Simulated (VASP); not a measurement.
OSZICAR of a VASP run on Al$_{3}$InN$_{4}$ (ordered alloy cell):

### OSZICAR
```
       N       E                     dE             d eps       ncg     rms          rms(c)
DAV:   1     0.358552423075E+03    0.35855E+03   -0.19594E+04  3604   0.172E+03
DAV:   2    -0.170814481966E+02   -0.37563E+03   -0.36357E+03  4136   0.425E+02
DAV:   3    -0.648040006194E+02   -0.47723E+02   -0.46928E+02  4352   0.147E+02
DAV:   4    -0.668406618722E+02   -0.20367E+01   -0.20290E+01  4568   0.330E+01
DAV:   5    -0.669119174666E+02   -0.71256E-01   -0.71165E-01  5200   0.596E+00    0.179E+01
DAV:   6    -0.578203334468E+02    0.90916E+01   -0.39858E+01  5504   0.655E+01    0.125E+01
DAV:   7    -0.579172423546E+02   -0.96909E-01   -0.26000E+00  3954   0.114E+01    0.417E+00
DAV:   8    -0.578498817336E+02    0.67361E-01   -0.10646E-01  5830   0.337E+00    0.261E+00
DAV:   9    -0.578202921081E+02    0.29590E-01   -0.38255E-02  5160   0.230E+00    0.328E-01
DAV:  10    -0.578205829387E+02   -0.29083E-03   -0.32911E-03  4654   0.389E-01    0.305E-01
DAV:  11    -0.578207272117E+02   -0.14427E-03   -0.51491E-04  5152   0.191E-01    0.624E-02
DAV:  12    -0.578207190467E+02    0.81649E-05   -0.11187E-04  4684   0.918E-02    0.201E-02
DAV:  13    -0.578207193436E+02   -0.29686E-06   -0.22484E-05  5180   0.334E-02    0.925E-03
DAV:  14    -0.578207191560E+02    0.18762E-06   -0.61763E-06  5120   0.228E-02    0.725E-03
DAV:  15    -0.578207190645E+02    0.91442E-07   -0.79532E-07  4142   0.713E-03
   1 F= -.57820719E+02 E0= -.57820719E+02  d E =0.000000E+00
```

Problem. Which electronic solver shows in the log?

Solution. It is blocked Davidson (ALGO = Normal, or the opening steps of other solvers). The INCAR had ALGO = Normal.

Problem. Can the final energy be trusted as converged?

Solution. Self-consistency was reached. It stopped with EDIFF = 1E-7, NELM = 100 (PBEsol GGA, plane waves, VASP's PBE PAW potentials (set 64)).

The structure was generated: Al3InN4 was put into an ordered model structure (Amm2), which need not be its known phase. It was relaxed first.
